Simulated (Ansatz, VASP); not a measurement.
## One calculation of BaTaH4, two programs

```
Ba Ta H
1.0
     3.23619    0.00000    0.00000
     0.00000    3.05369    0.00000
     0.00000    0.00000    6.86003
Ba Ta H
1 1 4
Direct
  0.00000 0.00000 0.03323
  0.50000 0.00000 0.55354
  0.00000 0.50000 0.62632
  0.50000 0.50000 0.14567
  0.50000 0.50000 0.75032
  0.00000 0.50000 0.39091
```

Alike in both runs: functional PBE; k mesh 6 × 4 × 4; occupations gaussian, width 0.1 eV; no spin polarisation.

Ansatz relaxed the structure, and its values are those at the end. VASP's run is a single point on that final structure, the one shown.

```csv
,VASP,Ansatz
version,VASP 6.6.1,Ansatz 0.2.0
potentials or method,"VASP PAW PBE potentials, release 64 (Ba_sv, Ta_pv, H)","scalar-relativistic, plane waves, PAW"
plane-wave cutoff (eV),520,420
valence electrons in the cell,25,27
```

|  | VASP | Ansatz | Ansatz less VASP |
| --- | --- | --- | --- |
| gap on the k mesh at the Fermi level (eV) | none | none | - |
| pressure (GPa) | 1.7 | 0.0 | -1.63 |
| rms of the force components (eV/Å) | 0.031 | 0.010 | -0.0210 |

A gap of «none» marks a metal or a gap that the smearing closes. With one functional, cell and mesh, what is left measures potentials, basis and numerics. The two sets of potentials don't hold the same shells in valence.

Caveats: the k mesh is coarse (spacing up to 0.51 Å⁻¹), so the values aren't converged. The runs have no spin-orbit coupling, so splittings on Ba, Ta are missing.
